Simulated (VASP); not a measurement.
HfC:

```
Hf C
1.0
     0.00000    2.32500    2.32500
     2.32500    0.00000    2.32500
     2.32500    2.32500    0.00000
Hf C
1 1
Direct
  0.50000 0.50000 0.50000
  0.00000 0.00000 0.00000
```

| Property | Result |
| --- | --- |
| Program | VASP 6.6.1 |
| Task | relaxation of cell and atoms |
| Functional | PBEsol |
| Potentials or basis | VASP PAW PBE potentials, release 64 (Hf_pv, C) |
| Cutoff | 600 eV |
| k mesh | 14 × 14 × 14 |
| Occupations | methfessel-paxton, width 0.1 eV |
| Spin | no spin polarisation |

At the start: pressure -7.1 GPa; volume 12.57 Å³/atom.

**Question.** How do energy, volume and symmetry change on relaxing?

**Answer.** Over 4 steps the energy falls by 8.4 meV/atom and the volume is 12.20 Å³/atom (-2.9 %); space group Fm-3m (No. 225, to 0.05 Å).

The path:
| step | energy change (eV) | largest force (eV/Å) | pressure (GPa) | volume (Å³) |
| --- | --- | --- | --- | --- |
| 1 | 0.0000 | 0.0000 | -7.12 | 25.14 |
| 2 | 0.0382 | 0.0000 | 14.80 | 23.16 |
| 3 | -0.0167 | 0.0000 | -0.18 | 24.41 |
| 4 | -0.0167 | 0.0000 | 0.06 | 24.40 |

Final structure:
```
Hf C
1.0
     0.00000    2.30198    2.30198
     2.30198    0.00000    2.30198
     2.30198    2.30198    0.00000
Hf C
1 1
Direct
  0.50000 0.50000 0.50000
  0.00000 0.00000 0.00000
```

Caveat: the PAW data sets were made with another functional, which shifts forces and pressure a little.
